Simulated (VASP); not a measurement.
A convergence study with VASP on Hf (hcp): a few settings are varied, all else stays as given below, so the limit is that of these other settings.

```
CELL_PARAMETERS angstrom
      1.59500    -2.76262     0.00000
      1.59500     2.76262     0.00000
      0.00000     0.00000     5.05000
ATOMIC_POSITIONS crystal
  Hf 0.33333 0.66667 0.25000
  Hf 0.66667 0.33333 0.75000
```

Calculation: PBE GGA, VASP's PBE PAW potentials (set 64) (plane waves; VASP). The last row used: 550 eV cut-off, 21×21×11 Γ-centred mesh, second-order Methfessel-Paxton smearing of 0.40 eV, potentials Hf_pv.

Unless said otherwise, spin-orbit coupling is left out, though it shifts the bands of the heavy elements here.

```json
[
 {"setting": "ISMEAR = -1, SIGMA = 0.01, 7×7×4 mesh", "E (eV/atom)": "-9.9248", "pressure (GPa)": "(withheld)", "irreducible k-points": "24"},
 {"setting": "ISMEAR = -1, SIGMA = 0.1, 7×7×4 mesh", "E (eV/atom)": "-9.9231", "pressure (GPa)": "1.11", "irreducible k-points": "24"},
 {"setting": "ISMEAR = 0, SIGMA = 0.01, 7×7×4 mesh", "E (eV/atom)": "-9.9248", "pressure (GPa)": "1.31", "irreducible k-points": "24"},
 {"setting": "ISMEAR = 0, SIGMA = 0.1, 7×7×4 mesh", "E (eV/atom)": "-9.9243", "pressure (GPa)": "1.21", "irreducible k-points": "24"},
 {"setting": "ISMEAR = 1, SIGMA = 0.01, 7×7×4 mesh", "E (eV/atom)": "-9.9248", "pressure (GPa)": "1.31", "irreducible k-points": "24"},
 {"setting": "ISMEAR = 1, SIGMA = 0.2, 7×7×4 mesh", "E (eV/atom)": "-9.9233", "pressure (GPa)": "1.23", "irreducible k-points": "24"},
 {"setting": "ISMEAR = 2, SIGMA = 0.05, 7×7×4 mesh", "E (eV/atom)": "-9.9248", "pressure (GPa)": "1.27", "irreducible k-points": "24"},
 {"setting": "ISMEAR = 2, SIGMA = 0.2, 7×7×4 mesh", "E (eV/atom)": "-9.9237", "pressure (GPa)": "1.26", "irreducible k-points": "24"},
 {"setting": "ISMEAR = -1, SIGMA = 0.01, 15×15×8 mesh", "E (eV/atom)": "-9.9245", "pressure (GPa)": "1.00", "irreducible k-points": "135"},
 {"setting": "ISMEAR = -1, SIGMA = 0.2, 15×15×8 mesh", "E (eV/atom)": "-9.9175", "pressure (GPa)": "1.37", "irreducible k-points": "135"},
 {"setting": "ISMEAR = 0, SIGMA = 0.01, 15×15×8 mesh", "E (eV/atom)": "-9.9245", "pressure (GPa)": "1.00", "irreducible k-points": "135"},
 {"setting": "ISMEAR = 0, SIGMA = 0.2, 15×15×8 mesh", "E (eV/atom)": "-9.9243", "pressure (GPa)": "0.98", "irreducible k-points": "135"},
 {"setting": "ISMEAR = 1, SIGMA = 0.01, 15×15×8 mesh", "E (eV/atom)": "-9.9245", "pressure (GPa)": "(withheld)", "irreducible k-points": "135"},
 {"setting": "ISMEAR = 1, SIGMA = 0.4, 15×15×8 mesh", "E (eV/atom)": "-9.9243", "pressure (GPa)": "0.87", "irreducible k-points": "135"},
 {"setting": "ISMEAR = 2, SIGMA = 0.05, 15×15×8 mesh", "E (eV/atom)": "-9.9245", "pressure (GPa)": "1.00", "irreducible k-points": "135"},
 {"setting": "ISMEAR = 2, SIGMA = 0.4, 15×15×8 mesh", "E (eV/atom)": "-9.9241", "pressure (GPa)": "0.93", "irreducible k-points": "135"},
 {"setting": "ISMEAR = -1, SIGMA = 0.05, 21×21×11 mesh", "E (eV/atom)": "-9.9244", "pressure (GPa)": "0.96", "irreducible k-points": "288"},
 {"setting": "ISMEAR = -1, SIGMA = 0.2, 21×21×11 mesh", "E (eV/atom)": "-9.9175", "pressure (GPa)": "1.37", "irreducible k-points": "288"},
 {"setting": "ISMEAR = 0, SIGMA = 0.05, 21×21×11 mesh", "E (eV/atom)": "-9.9244", "pressure (GPa)": "0.94", "irreducible k-points": "288"},
 {"setting": "ISMEAR = 0, SIGMA = 0.2, 21×21×11 mesh", "E (eV/atom)": "-9.9242", "pressure (GPa)": "0.98", "irreducible k-points": "288"},
 {"setting": "ISMEAR = 1, SIGMA = 0.05, 21×21×11 mesh", "E (eV/atom)": "-9.9245", "pressure (GPa)": "0.92", "irreducible k-points": "288"},
 {"setting": "ISMEAR = 1, SIGMA = 0.4, 21×21×11 mesh", "E (eV/atom)": "-9.9243", "pressure (GPa)": "0.87", "irreducible k-points": "288"},
 {"setting": "ISMEAR = 2, SIGMA = 0.1, 21×21×11 mesh", "E (eV/atom)": "-9.9244", "pressure (GPa)": "0.94", "irreducible k-points": "288"},
 {"setting": "ISMEAR = 2, SIGMA = 0.4, 21×21×11 mesh", "E (eV/atom)": "-9.9241", "pressure (GPa)": "0.93", "irreducible k-points": "288"}
]
```

Q: What belongs in the gaps?

A: 
- ISMEAR = -1, SIGMA = 0.01, 7×7×4 mesh, pressure (GPa): 1.29
- ISMEAR = 1, SIGMA = 0.01, 15×15×8 mesh, pressure (GPa): 0.99

Left out are rungs that failed or repeat a setting and relaxations that didn't move; long series are thinned to 24 rows.

The compound is Hf in the hcp structure. The cell was not relaxed at this level.
